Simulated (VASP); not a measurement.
Here is the system:

```xyz
3
Lattice="0.0000 3.1798 3.1798 3.1798 0.0000 3.1798 3.1798 3.1798 0.0000" Properties=species:S:1:pos:R:3 pbc="T T T"
Mg     1.5899     1.5899     1.5899
Mg     4.7697     4.7697     4.7697
Si     3.1798     3.1798     0.0000
```

Computed with modified Becke-Johnson potential (mBJ), VASP's PBE PAW potentials (set 64) (plane waves; VASP). Run with 520 eV cut-off, 4×4×4 Γ-centred mesh, Gaussian smearing of 0.050 eV, potentials Mg Si.

mBJ is a potential without an energy functional, so only the levels count.

**Question.** Predict the band gap (over mesh and band path) with the smallest direct gap where there is one.

**Answer.** 
```
Quantity                                         Value
---------------------------------------------  -------
band gap (over mesh and band path)             0.60 eV
smallest direct gap (over mesh and band path)  2.30 eV
```

The absolute energy has meaning only against runs of the same code, potentials and settings.

The compound is Mg2Si in the antifluorite structure. It was relaxed first. The k-mesh is coarse (spacing up to 0.43 per Å, 2π included), so the numbers may not be converged in it. The cell's shape comes from a PBE relaxation.
